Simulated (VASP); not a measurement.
Calculation: PBEsol GGA, VASP's PBE PAW potentials (set 64) (plane waves; VASP 6.6.1).

VASP input:

File POSCAR:
```
Bi2Se3
9.8208890
  0.9776543601  -0.2102188207   0.0000720271
  0.9776543601   0.2102188207   0.0000720271
  0.9324257300   0.0000000000   0.3613617090
Bi Se
2 3
Direct
  0.4001988124   0.4001988124   0.4001988124
  0.5998011876   0.5998011876   0.5998011876
  0.0000000000   0.0000000000   1.0000000000
  0.2114885599   0.2114885599   0.2114885599
  0.7885114401   0.7885114401   0.7885114401
```

**INCAR**
```
ALGO = Normal
EDIFF = 1E-7
ENCUT = 400
GGA = PS
ISIF = 2
ISMEAR = -5
LASPH = .TRUE.
LCHARG = .TRUE.
LEFG = .TRUE.
LMAXMIX = 4
LORBIT = 11
LREAL = .FALSE.
LWAVE = .FALSE.
NEDOS = 601
NELM = 100
PREC = Accurate
SYSTEM = Bi2Se3
```

KPOINTS:
```
Automatic
0
G
 7 7 7
```

POTCAR, in this order: Bi_d Se (PBE.64 set). Program: vasp_std.

What VASP printed:

OUTCAR:
```
 ion  position               nearest neighbor table
   1  0.400  0.400  0.400-   5 2.86   5 2.86   5 2.86   3 3.06   3 3.06   3 3.06
   2  0.600  0.600  0.600-   4 2.86   4 2.86   4 2.86   3 3.06   3 3.06   3 3.06
   3  0.000  0.000  0.000-   2 3.06   1 3.06   2 3.06   2 3.06   1 3.06   1 3.06
   4  0.211  0.211  0.211-   2 2.86   2 2.86   2 2.86
   5  0.789  0.789  0.789-   1 2.86   1 2.86   1 2.86
  LATTYP: Found a trigonal (rhomboedric) cell.
 ALAT       =     9.8208890275
 COS(alpha) =     0.9116160935
 Subroutine PRICEL returns:
 Original cell was already a primitive cell.
 Subroutine GETGRP returns: Found 12 space group operations
The static configuration has the point symmetry D_3d.
The dynamic configuration has the point symmetry D_3d.
 Subroutine INISYM returns: Found 12 space group operations
 Subroutine IBZKPT returns following result:
 Found     44 irreducible k-points:

 Following reciprocal coordinates:
            Coordinates               Weight
  0.000000  0.000000  0.000000      1.000000
  0.142857  0.000000  0.000000      6.000000
  0.285714  0.000000  0.000000      6.000000
  0.428571  0.000000 -0.000000      6.000000
  0.142857  0.142857  0.000000      6.000000
  0.285714  0.142857  0.000000     12.000000
  0.428571  0.142857  0.000000     12.000000
 -0.428571  0.142857  0.000000     12.000000
 -0.285714  0.142857 -0.000000     12.000000
 -0.142857  0.142857  0.000000      6.000000
  0.285714  0.285714  0.000000      6.000000
  0.428571  0.285714  0.000000     12.000000
 -0.428571  0.285714  0.000000     12.000000
 -0.285714  0.285714  0.000000      6.000000
  0.428571  0.428571  0.000000      6.000000
 -0.428571  0.428571  0.000000      6.000000
  0.142857  0.142857  0.142857      2.000000
  0.285714  0.142857  0.142857      6.000000
  0.428571  0.142857  0.142857      6.000000
 -0.428571  0.142857  0.142857      6.000000
...
```

### OSZICAR
```
       N       E                     dE             d eps       ncg     rms          rms(c)
DAV:   1     0.429416950885E+03    0.42942E+03   -0.20395E+04  2472   0.149E+03
DAV:   2     0.266069238565E+02   -0.40281E+03   -0.39248E+03  2692   0.402E+02
DAV:   3    -0.207390155921E+02   -0.47346E+02   -0.45774E+02  3268   0.150E+02
DAV:   4    -0.226930924495E+02   -0.19541E+01   -0.19360E+01  2912   0.315E+01
DAV:   5    -0.227718485731E+02   -0.78756E-01   -0.78628E-01  3380   0.609E+00    0.507E+00
DAV:   6    -0.220501332646E+02    0.72172E+00   -0.18216E+00  2984   0.821E+00    0.327E+00
DAV:   7    -0.220485260811E+02    0.16072E-02   -0.39466E-01  2784   0.286E+00    0.161E+00
DAV:   8    -0.220514798386E+02   -0.29538E-02   -0.65411E-02  3468   0.136E+00    0.500E-01
DAV:   9    -0.220497254316E+02    0.17544E-02   -0.10878E-02  3088   0.613E-01    0.141E-01
DAV:  10    -0.220498223800E+02   -0.96948E-04   -0.24874E-03  2788   0.261E-01    0.512E-02
DAV:  11    -0.220498643914E+02   -0.42011E-04   -0.44456E-04  3208   0.109E-01    0.344E-02
DAV:  12    -0.220498702326E+02   -0.58413E-05   -0.68709E-05  3160   0.531E-02    0.162E-02
DAV:  13    -0.220498693782E+02    0.85439E-06   -0.21066E-05  3048   0.376E-02    0.524E-03
DAV:  14    -0.220498690639E+02    0.31435E-06   -0.19051E-06  2976   0.852E-03    0.138E-03
DAV:  15    -0.220498690821E+02   -0.18227E-07   -0.58377E-07  2440   0.404E-03
   1 F= -.22049869E+02 E0= -.22049869E+02  d E =0.000000E+00
```

**OUTCAR**
```
------------------------ aborting loop because EDIFF is reached ----------------------------------------
  FORCE on cell =-STRESS in cart. coord.  units (eV):
  Direction    XX          YY          ZZ          XY          YZ          ZX
  --------------------------------------------------------------------------------------
  Total       -0.0035479      0.0282151      0.0277173      0.0000000      0.0000000     -0.0039763
  in kB       -0.0404100      0.3213612      0.3156917      0.0000000      0.0000000     -0.0452889
  external PRESSURE =       0.1988810 kB  Pullay stress =       0.0000000 kB
  volume of cell :      140.67
      direct lattice vectors                 reciprocal lattice vectors
     9.601434951 -2.064535704  0.000707370     0.052085451 -0.242185204 -0.134396682
     9.601434951  2.064535704  0.000707370     0.052085451  0.242185204 -0.134396682
     9.157249595  0.000000000  3.548893233    -0.000020763  0.000000000  0.281831566
 POSITION                                       TOTAL-FORCE (eV/Angst)
 -----------------------------------------------------------------------------------
     11.34969      0.00000      1.42083         0.014510      0.000000      0.001816
     17.01043      0.00000      2.12948        -0.014510      0.000000     -0.001816
      0.00000      0.00000      0.00000        -0.000000      0.000000      0.000000
      5.99784      0.00000      0.75085        -0.009007      0.000000     -0.001128
     22.36228      0.00000      2.79946         0.009007      0.000000      0.001128
 -----------------------------------------------------------------------------------
    total drift:                                0.000000     -0.000000     -0.000000
  FREE ENERGIE OF THE ION-ELECTRON SYSTEM (eV)
  ---------------------------------------------------
  free  energy   TOTEN  =       -22.0498690821 eV

  energy  without entropy=      -22.0498690821  energy(sigma->0) =      -22.04986908

 total charge

# of ion       s       p       d       tot
------------------------------------------
    1        1.611   1.074   9.963  12.648
    2        1.611   1.074   9.963  12.648
    3        1.475   2.311   0.023   3.809
    4        1.493   2.249   0.023   3.765
    5        1.493   2.249   0.023   3.765
--------------------------------------------------
tot          7.682   8.956  19.996  36.634

 Electric field gradients after diagonalization (V/A^2)
 (convention: |V_zz| > |V_xx| > |V_yy|)
----------------------------------------------------------------------
 ion       V_xx      V_yy      V_zz     asymmetry (V_yy - V_xx)/ V_zz
----------------------------------------------------------------------
   1      -2.527    -2.527     5.054       0.000
   2      -2.527    -2.527     5.054       0.000
   3     -33.484   -33.484    66.967       0.000
   4       3.287     3.287    -6.574       0.000
   5       3.287     3.287    -6.574       0.000
```
(Selected blocks of OUTCAR.)

Without a dispersion term in the relaxation, distances and binding between the weakly bound layers, chains or molecules are unreliable, and so is what depends on them.

The compound is Bi2Se3 in the tetradymite structure. It was relaxed first.
